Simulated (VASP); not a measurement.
OSZICAR of a VASP run on Cs:

**OSZICAR**
```
...
       N       E                     dE             d eps       ncg     rms           ort
SDA:   1    -0.948920683558E+02    0.47185E+01    0.00000E+00   132   0.175E+02   0.000E+00
CGA:   2    -0.984308868936E+02   -0.35388E+01   -0.35952E+01   132   0.354E+01   0.453E-02
CGA:   3    -0.993832506825E+02   -0.95236E+00   -0.95280E+00   132   0.796E+00   0.764E-02
CGA:   4    -0.995672357554E+02   -0.18399E+00   -0.18355E+00   132   0.175E+00  -0.181E-02
CGA:   5    -0.996081108509E+02   -0.40875E-01   -0.40866E-01   132   0.278E-01  -0.141E-03
CGA:   6    -0.996156996182E+02   -0.75888E-02   -0.75889E-02   132   0.674E-02  -0.405E-04
CGA:   7    -0.996176906523E+02   -0.19910E-02   -0.19909E-02   132   0.197E-02  -0.102E-04
CGA:   8    -0.996183873032E+02   -0.69665E-03   -0.69800E-03   132   0.664E-03  -0.803E-05
CGA:   9    -0.996186259959E+02   -0.23869E-03   -0.23791E-03   132   0.214E-03   0.510E-05
CGA:  10    -0.996187051727E+02   -0.79177E-04   -0.79006E-04   132   0.596E-04  -0.145E-06
CGA:  11    -0.996187274998E+02   -0.22327E-04   -0.22174E-04   132   0.168E-04   0.194E-05
CGA:  12    -0.996187348865E+02   -0.73867E-05   -0.76538E-05   132   0.644E-05  -0.126E-05
   6 F= -.99618735E+02 E0= -.99619735E+02  d E =-.174630E-01
       N       E                     dE             d eps       ncg     rms           ort
SDA:   1    -0.809196599445E+02    0.18699E+02    0.00000E+00   132   0.687E+02   0.000E+00
CGA:   2    -0.949918221319E+02   -0.14072E+02   -0.14280E+02   132   0.139E+02   0.614E-01
CGA:   3    -0.985890528563E+02   -0.35972E+01   -0.36241E+01   132   0.345E+01   0.920E-01
CGA:   4    -0.993827692977E+02   -0.79372E+00   -0.79036E+00   132   0.794E+00  -0.492E-02
CGA:   5    -0.995779280603E+02   -0.19516E+00   -0.19509E+00   132   0.134E+00  -0.571E-03
CGA:   6    -0.996143458964E+02   -0.36418E-01   -0.36412E-01   132   0.344E-01  -0.162E-03
CGA:   7    -0.996244989667E+02   -0.10153E-01   -0.10153E-01   132   0.993E-02  -0.788E-04
CGA:   8    -0.996279418402E+02   -0.34429E-02   -0.34416E-02   132   0.330E-02   0.171E-04
CGA:   9    -0.996291261968E+02   -0.11844E-02   -0.11845E-02   132   0.107E-02   0.224E-05
CGA:  10    -0.996295224430E+02   -0.39625E-03   -0.39625E-03   132   0.313E-03  -0.331E-05
CGA:  11    -0.996296374788E+02   -0.11504E-03   -0.11484E-03   132   0.947E-04   0.381E-05
CGA:  12    -0.996296728404E+02   -0.35362E-04   -0.35146E-04   132   0.295E-04   0.426E-05
CGA:  13    -0.996296850397E+02   -0.12199E-04   -0.12263E-04   132   0.858E-05  -0.806E-06
CGA:  14    -0.996296882468E+02   -0.32071E-05   -0.32204E-05   132   0.201E-05  -0.343E-06
   7 F= -.99629688E+02 E0= -.99631053E+02  d E =-.284164E-01
       N       E                     dE             d eps       ncg     rms           ort
SDA:   1    -0.285461210782E+02    0.71084E+02    0.00000E+00   132   0.255E+03   0.000E+00
CGA:   2    -0.803665628847E+02   -0.51820E+02   -0.54544E+02   132   0.626E+02  -0.134E+02
CGA:   3    -0.941601358129E+02   -0.13794E+02   -0.14318E+02   132   0.177E+02   0.257E+00
CGA:   4    -0.980940299679E+02   -0.39339E+01   -0.40169E+01   132   0.434E+01   0.574E-01
CGA:   5    -0.992684938274E+02   -0.11745E+01   -0.11758E+01   132   0.915E+00   0.625E-02
CGA:   6    -0.995137933320E+02   -0.24530E+00   -0.24545E+00   132   0.250E+00   0.561E-04
CGA:   7    -0.995869102250E+02   -0.73117E-01   -0.73119E-01   132   0.680E-01  -0.212E-03
CGA:   8    -0.996098524471E+02   -0.22942E-01   -0.22941E-01   132   0.232E-01   0.142E-04
CGA:   9    -0.996180112278E+02   -0.81588E-02   -0.81548E-02   132   0.811E-02   0.670E-04
CGA:  10    -0.996209770127E+02   -0.29658E-02   -0.29662E-02   132   0.267E-02   0.261E-04
CGA:  11    -0.996219348657E+02   -0.95785E-03   -0.95806E-03   132   0.813E-03  -0.542E-05
CGA:  12    -0.996222311613E+02   -0.29630E-03   -0.29583E-03   132   0.235E-03   0.130E-04
CGA:  13    -0.996223206190E+02   -0.89458E-04   -0.89817E-04   132   0.653E-04   0.399E-06
CGA:  14    -0.996223459891E+02   -0.25370E-04   -0.25634E-04   132   0.181E-04  -0.483E-05
CGA:  15    -0.996223527968E+02   -0.68077E-05   -0.69715E-05   132   0.578E-05  -0.247E-05
   8 F= -.99622353E+02 E0= -.99623878E+02  d E =-.210809E-01
       N       E                     dE             d eps       ncg     rms           ort
SDA:   1    -0.686490930472E+02    0.30973E+02    0.00000E+00   132   0.114E+03   0.000E+00
CGA:   2    -0.911774887822E+02   -0.22528E+02   -0.22208E+02   132   0.267E+02  -0.346E+01
CGA:   3    -0.979664213493E+02   -0.67889E+01   -0.68930E+01   132   0.523E+01   0.415E+00
CGA:   4    -0.992667751069E+02   -0.13004E+01   -0.13117E+01   132   0.117E+01   0.278E-01
CGA:   5    -0.995497639646E+02   -0.28299E+00   -0.28325E+00   132   0.215E+00   0.356E-03
CGA:   6    -0.996113895387E+02   -0.61626E-01   -0.61618E-01   132   0.463E-01  -0.275E-03
CGA:   7    -0.996250549649E+02   -0.13665E-01   -0.13664E-01   132   0.135E-01  -0.401E-04
CGA:   8    -0.996294535248E+02   -0.43986E-02   -0.43978E-02   132   0.409E-02   0.157E-04
CGA:   9    -0.996309747932E+02   -0.15213E-02   -0.15212E-02   132   0.132E-02   0.358E-05
CGA:  10    -0.996314593224E+02   -0.48453E-03   -0.48370E-03   132   0.379E-03   0.143E-04
CGA:  11    -0.996316093691E+02   -0.15005E-03   -0.14953E-03   132   0.115E-03  -0.172E-05
CGA:  12    -0.996316560111E+02   -0.46642E-04   -0.46335E-04   132   0.370E-04  -0.136E-05
CGA:  13    -0.996316703857E+02   -0.14375E-04   -0.14882E-04   132   0.105E-04  -0.101E-05
CGA:  14    -0.996316751260E+02   -0.47404E-05   -0.48060E-05   132   0.394E-05  -0.240E-05
   9 F= -.99631675E+02 E0= -.99633197E+02  d E =-.304033E-01
       N       E                     dE             d eps       ncg     rms           ort
SDA:   1    -0.966049257492E+02    0.30267E+01    0.00000E+00   132   0.954E+01   0.000E+00
CGA:   2    -0.990065680072E+02   -0.24016E+01   -0.24059E+01   132   0.205E+01  -0.902E-02
CGA:   3    -0.994954175945E+02   -0.48885E+00   -0.48984E+00   132   0.486E+00  -0.128E-02
CGA:   4    -0.996091118042E+02   -0.11369E+00   -0.11371E+00   132   0.857E-01  -0.166E-03
CGA:   5    -0.996309538490E+02   -0.21842E-01   -0.21841E-01   132   0.163E-01   0.222E-04
CGA:   6    -0.996352566582E+02   -0.43028E-02   -0.43003E-02   132   0.423E-02  -0.247E-04
CGA:   7    -0.996365902825E+02   -0.13336E-02   -0.13333E-02   132   0.128E-02  -0.189E-04
CGA:   8    -0.996370304431E+02   -0.44016E-03   -0.43988E-03   132   0.411E-03   0.101E-04
CGA:   9    -0.996371766003E+02   -0.14616E-03   -0.14618E-03   132   0.113E-03   0.149E-06
CGA:  10    -0.996372178247E+02   -0.41224E-04   -0.41384E-04   132   0.284E-04  -0.444E-05
CGA:  11    -0.996372274845E+02   -0.96598E-05   -0.96622E-05   132   0.723E-05   0.394E-06
  10 F= -.99637227E+02 E0= -.99638841E+02  d E =-.555236E-02
       N       E                     dE             d eps       ncg     rms           ort
SDA:   1    -0.726414694412E+02    0.26996E+02    0.00000E+00   132   0.853E+02   0.000E+00
CGA:   2    -0.937819398614E+02   -0.21140E+02   -0.21177E+02   132   0.193E+02  -0.432E+00
CGA:   3    -0.982154342158E+02   -0.44335E+01   -0.44843E+01   132   0.475E+01   0.275E-01
CGA:   4    -0.993303896777E+02   -0.11150E+01   -0.11187E+01   132   0.943E+00   0.477E-02
CGA:   5    -0.995761404076E+02   -0.24575E+00   -0.24570E+00   132   0.187E+00  -0.166E-03
CGA:   6    -0.996269230264E+02   -0.50783E-01   -0.50783E-01   132   0.500E-01  -0.176E-03
CGA:   7    -0.996422810786E+02   -0.15358E-01   -0.15359E-01   132   0.147E-01  -0.141E-03
CGA:   8    -0.996472640543E+02   -0.49830E-02   -0.49796E-02   132   0.466E-02   0.833E-04
CGA:   9    -0.996489011599E+02   -0.16371E-02   -0.16356E-02   132   0.135E-02   0.464E-04
CGA:  10    -0.996493873136E+02   -0.48615E-03   -0.48621E-03   132   0.351E-03  -0.905E-05
CGA:  11    -0.996495113300E+02   -0.12402E-03   -0.12382E-03   132   0.928E-04   0.800E-05
CGA:  12    -0.996495473341E+02   -0.36004E-04   -0.35343E-04   132   0.279E-04   0.563E-05
SDA:  13    -0.996495610276E+02   -0.13693E-04   -0.15229E-04   132   0.130E-04  -0.764E-05
CGA:  14    -0.996495645273E+02   -0.34997E-05   -0.35227E-05   132   0.142E-05   0.144E-05
  11 F= -.99649565E+02 E0= -.99651133E+02  d E =-.178894E-01
       N       E                     dE             d eps       ncg     rms           ort
SDA:   1     0.195359165909E+01    0.10160E+03    0.00000E+00   132   0.316E+03   0.000E+00
CGA:   2    -0.734892828676E+02   -0.75443E+02   -0.78195E+02   132   0.888E+02  -0.145E+02
CGA:   3    -0.916560417701E+02   -0.18167E+02   -0.19477E+02   132   0.264E+02  -0.219E+01
CGA:   4    -0.974343247307E+02   -0.57783E+01   -0.59883E+01   132   0.634E+01  -0.199E+00
CGA:   5    -0.991046326990E+02   -0.16703E+01   -0.16768E+01   132   0.145E+01   0.826E-02
CGA:   6    -0.994884311349E+02   -0.38380E+00   -0.38450E+00   132   0.390E+00   0.533E-03
CGA:   7    -0.996030532720E+02   -0.11462E+00   -0.11464E+00   132   0.105E+00  -0.294E-03
CGA:   8    -0.996368975657E+02   -0.33844E-01   -0.33847E-01   132   0.339E-01   0.128E-03
CGA:   9    -0.996485648541E+02   -0.11667E-01   -0.11667E-01   132   0.115E-01   0.140E-03
CGA:  10    -0.996526923790E+02   -0.41275E-02   -0.41265E-02   132   0.359E-02   0.232E-04
CGA:  11    -0.996539621132E+02   -0.12697E-02   -0.12696E-02   132   0.106E-02   0.211E-05
CGA:  12    -0.996543441625E+02   -0.38205E-03   -0.38195E-03   132   0.314E-03   0.117E-04
CGA:  13    -0.996544672398E+02   -0.12308E-03   -0.12358E-03   132   0.963E-04  -0.794E-05
CGA:  14    -0.996545060996E+02   -0.38860E-04   -0.39618E-04   132   0.303E-04  -0.108E-04
CGA:  15    -0.996545172186E+02   -0.11119E-04   -0.11337E-04   132   0.921E-05  -0.306E-05
CGA:  16    -0.996545197769E+02   -0.25583E-05   -0.26265E-05   132   0.272E-05   0.160E-05
  12 F= -.99654520E+02 E0= -.99655788E+02  d E =-.228447E-01
```

Q: Which electronic solver shows in the log?

A: It is steepest descent (the opening step of the all-band solvers) and then all-band conjugate gradients (ALGO = All or Conjugate). The INCAR had ALGO = All.

Q: Can the final energy be trusted as converged?

A: Self-consistency was reached. It stopped with EDIFF = 1E-5, NELM = 200, NSW = 120 and EDIFFG = -0.03 after 12 ionic steps (r2SCAN meta-GGA, plane waves, VASP's PBE PAW potentials (set 64)).

The cell is a thin slab with vacuum, built from Cs (bcc): (211) face.
